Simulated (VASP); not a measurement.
Level of theory: PBEsol GGA with spin-orbit coupling, VASP's PBE PAW potentials (set 64) (plane waves; VASP).

A VASP calculation is set up with these files.

File POSCAR:
```
Sc
10.1653250
  0.1611690972  -0.2791530566   0.0000000000
  0.1611690972   0.2791530566   0.0000000000
  0.0000000000   0.0000000000   0.5000000034
Sc
2
Cart
  0.1611690972   0.0930512050   0.1250000009
  0.1611690972  -0.0930512050   0.3750000026
```

**INCAR**
```
# general
SYSTEM    =Sc
PREC      =Accurate
ENCUT     =400
LREAL     =F
LASPH     =T

# electronic loop
EDIFF     =1E-6
NELM      =100
ALGO      =Normal
LMAXMIX   =4

# smearing
ISMEAR    =0
SIGMA     =0.05

# functional
GGA       =PS
GGA_COMPAT=F

# spin
MAGMOM    =0 0 0 0 0 0
LSORBIT   =T

# output
LWAVE     =F
LCHARG    =F
```

**KPOINTS_OPT**
```
k-points along high-symmetry lines
5
Line-mode
Reciprocal
  0.000000   0.000000   0.000000 ! GAMMA
  0.000000   0.500000   0.000000 ! M

  0.000000   0.500000   0.000000 ! M
 -0.333333   0.666667   0.000000 ! K

 -0.333333   0.666667   0.000000 ! K
  0.000000   0.000000   0.000000 ! GAMMA

  0.000000   0.000000   0.000000 ! GAMMA
  0.000000   0.000000   0.500000 ! A

  0.000000   0.000000   0.500000 ! A
  0.000000   0.500000   0.500000 ! L

  0.000000   0.500000   0.500000 ! L
 -0.333333   0.666667   0.500000 ! H

 -0.333333   0.666667   0.500000 ! H
  0.000000   0.000000   0.500000 ! A

  0.000000   0.500000   0.500000 ! L
  0.000000   0.500000   0.000000 ! M

 -0.333333   0.666667   0.500000 ! H
 -0.333333   0.666667   0.000000 ! K
```

**KPOINTS**
```
Automatic
0
G
 12 12 7
```

POTCAR, in this order: Sc_sv (PBE.64 set). Program: vasp_ncl.

What will the output report for the number of irreducible k-points (NKPTS), number of bands (NBANDS), largest plane-wave count, number of space-group operations, FFT grid (NGX, NGY, NGZ)?

```yaml
number of irreducible k-points (NKPTS): 76
number of bands (NBANDS): 30
largest_plane_wave_count: 1762
number_of_space_group_operations: 24
FFT grid (NGX, NGY, NGZ): 24 × 24 × 36
```

The compound is Sc in the hcp structure. It was relaxed first, which changed the volume by -5 %.
